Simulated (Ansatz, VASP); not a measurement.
# AgWS4 in VASP and in Ansatz

Contents of INCAR:

```
PREC = Accurate
ENCUT = 520
EDIFF = 1E-6
ISMEAR = 0
SIGMA = 0.1
LREAL = False
LASPH = True
NELM = 60
ALGO = Normal
ISIF = 2
LWAVE = False
LCHARG = False
GGA = PE
NBANDS = 34
```

File KPOINTS:

```
Automatic mesh
0
Gamma
  4 4 4
```

The input POSCAR:

```
AgWS4
1.0
    0.0000000000      4.1313366900      4.1313366900
    4.1313366900      0.0000000000      4.1313366900
    4.1313366900      4.1313366900      0.0000000000
Ag W S
1 1 4
Direct
    0.0000000000      0.0000000000      0.0000000000
    0.7500000000      0.7500000000      0.7500000000
    0.8744941400      0.3751686200      0.3751686200
    0.3751686200      0.3751686200      0.3751686200
    0.3751686200      0.8744941400      0.3751686200
    0.3751686200      0.3751686200      0.8744941400
```

Input for Ansatz:

```yaml
crystal:
  lattice:
    - [0.0, 4.13133669, 4.13133669]
    - [4.13133669, 0.0, 4.13133669]
    - [4.13133669, 4.13133669, 0.0]
  atoms:
    - { symbol: Ag, position: [0.0, 0.0, 0.0] }
    - { symbol: W, position: [0.75, 0.75, 0.75] }
    - { symbol: S, position: [0.87449414, 0.37516862, 0.37516862] }
    - { symbol: S, position: [0.37516862, 0.37516862, 0.37516862] }
    - { symbol: S, position: [0.37516862, 0.87449414, 0.37516862] }
    - { symbol: S, position: [0.37516862, 0.37516862, 0.87449414] }
basis:
  ecutwfc: 420
kpoints:
  mp_grid: { grid: [4, 4, 4] }
hamiltonian:
  xc: pbe
scf:
  occupations: { method: gaussian, width: 0.1 }
  lower_state_search: "off"
output:
  forces: true
  stress: true
  eigenvalues: true
```

Change from the starting cell: species swapped into the PrHoAl4 type (F-43m, No. 216).

Alike in both runs: task single point; functional PBE; k mesh 4 × 4 × 4; occupations gaussian, width 0.1 eV; no spin polarisation.

|  | VASP | Ansatz |
| --- | --- | --- |
| version | VASP 6.6.1 | Ansatz 0.2.0 |
| potentials or method | VASP PAW PBE potentials, release 64 (Ag, W_sv, S) | scalar-relativistic, plane waves, PAW |
| plane-wave cutoff (eV) | 520 | 420 |
| valence electrons in the cell | 49 | 57 |

```tsv
	VASP	Ansatz	Ansatz less VASP
gap on the k mesh at the Fermi level (eV)	none	none	-
pressure (GPa)	-14.3	-14.3	+0.04
rms of the force components (eV/Å)	0.055	0.055	-0.0002
```

Atom by atom the forces differ by 0.000 eV/Å (rms over components). A gap of «none» marks a metal or a gap that the smearing closes. The two sets of potentials don't hold the same shells in valence.

Spin-orbit coupling is left out, which matters for the levels of W.
